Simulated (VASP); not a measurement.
Here is a VASP 6.6.1 calculation.

The input POSCAR:

```
Si3Au
1.0
    0.0000000000      3.2039900000      3.2039900000
    3.2039900000      0.0000000000      3.2039900000
    3.2039900000      3.2039900000      0.0000000000
Si Au
3 1
Direct
    0.5000000000      0.5000000000      0.5000000000
    0.2500000000      0.2500000000      0.2500000000
    0.7500000000      0.7500000000      0.7500000000
    0.0000000000      0.0000000000      0.0000000000
```

INCAR.step1

```
  ALGO = Normal
  EDIFF = 1E-6
  ENCUT = 600
  GGA = PE
  ISIF = 2
  ISMEAR = -1
  LASPH = True
  LCHARG = True
  LMAXMIX = 4
  LREAL = False
  LWAVE = False
  NELM = 60
  PREC = Accurate
  SIGMA = 0.05
```

The input KPOINTS.step1:

```
k-points
0
Gamma
  5 5 5
```

The input INCAR.step2:

```
  ALGO = Normal
  EDIFF = 1E-6
  ENCUT = 600
  GGA = PE
  ICHARG = 11
  ISIF = 2
  ISMEAR = 0
  LASPH = True
  LCHARG = False
  LMAXMIX = 4
  LREAL = False
  LWAVE = False
  NELM = 60
  PREC = Accurate
  SIGMA = 0.05
```

KPOINTS.step2

```
path GXWKGLUWLK,UX
20
line-mode
reciprocal
 0.0000000000  0.0000000000  0.0000000000  G
 0.5000000000  0.0000000000  0.5000000000  X

 0.5000000000  0.0000000000  0.5000000000  X
 0.5000000000  0.2500000000  0.7500000000  W

 0.5000000000  0.2500000000  0.7500000000  W
 0.3750000000  0.3750000000  0.7500000000  K

 0.3750000000  0.3750000000  0.7500000000  K
 0.0000000000  0.0000000000  0.0000000000  G

 0.0000000000  0.0000000000  0.0000000000  G
 0.5000000000  0.5000000000  0.5000000000  L

 0.5000000000  0.5000000000  0.5000000000  L
 0.6250000000  0.2500000000  0.6250000000  U

 0.6250000000  0.2500000000  0.6250000000  U
 0.5000000000  0.2500000000  0.7500000000  W

 0.5000000000  0.2500000000  0.7500000000  W
 0.5000000000  0.5000000000  0.5000000000  L

 0.5000000000  0.5000000000  0.5000000000  L
 0.3750000000  0.3750000000  0.7500000000  K

 0.6250000000  0.2500000000  0.6250000000  U
 0.5000000000  0.0000000000  0.5000000000  X
```

Potentials or basis: VASP PAW PBE potentials, release 54 (Si, Au).

Run with:

```sh
$ cat potpaw_PBE.54/Si/POTCAR potpaw_PBE.54/Au/POTCAR > POTCAR
$ cp INCAR.step1 INCAR
$ cp KPOINTS.step1 KPOINTS
$ mpirun -np 1 vasp_std > vasp.out
$ cp INCAR.step2 INCAR
$ cp KPOINTS.step2 KPOINTS
$ mpirun -np 1 vasp_std > vasp.out
```

Question: What does it give for the band gap along the path?

Answer: None (metal or under the smearing width).

Levels at the corners of the path, in eV from the Fermi level:
```csv
point,band 8,band 9,band 10,band 11,band 12,band 13,band 14,band 15
Γ,-2.38,-1.81,-1.81,-1.81,0.27,0.27,0.27,1.42
X,-5.12,-4.82,-3.44,-2.41,3.51,3.51,4.02,4.34
X,-5.12,-4.82,-3.44,-2.41,3.51,3.51,4.02,4.35
W,-4.87,-4.15,-0.61,-0.61,-0.42,0.27,3.16,4.98
W,-4.87,-4.15,-0.61,-0.61,-0.42,0.27,3.16,4.99
K,-4.45,-3.88,-3.07,-0.61,1.06,2.11,2.52,3.32
K,-4.45,-3.88,-3.07,-0.61,1.06,2.11,2.52,3.32
Γ,-2.38,-1.81,-1.81,-1.81,0.27,0.27,0.27,1.42
Γ,-2.38,-1.81,-1.81,-1.81,0.27,0.27,0.27,1.42
L,-4.56,-2.04,-2.04,-1.13,-1.13,-0.77,3.16,3.53
L,-4.56,-2.04,-2.04,-1.13,-1.13,-0.77,3.16,3.53
U,-4.45,-3.88,-3.07,-0.61,1.06,2.11,2.52,3.32
U,-4.45,-3.88,-3.07,-0.61,1.06,2.11,2.52,3.32
W,-4.87,-4.15,-0.61,-0.61,-0.42,0.27,3.16,4.98
W,-4.87,-4.15,-0.61,-0.61,-0.42,0.27,3.16,4.99
L,-4.56,-2.04,-2.04,-1.13,-1.13,-0.77,3.16,3.53
L,-4.56,-2.04,-2.04,-1.13,-1.13,-0.77,3.16,3.53
K,-4.45,-3.88,-3.07,-0.61,1.06,2.11,2.52,3.32
U,-4.45,-3.88,-3.07,-0.61,1.06,2.11,2.52,3.32
X,-5.12,-4.82,-3.44,-2.41,3.51,3.51,4.02,4.34
```

Caveat: the log is that of the step along the path at fixed density, whose energy, stress, charges and moments have no meaning; spin-orbit coupling is left out, which moves the levels of the heavy elements.
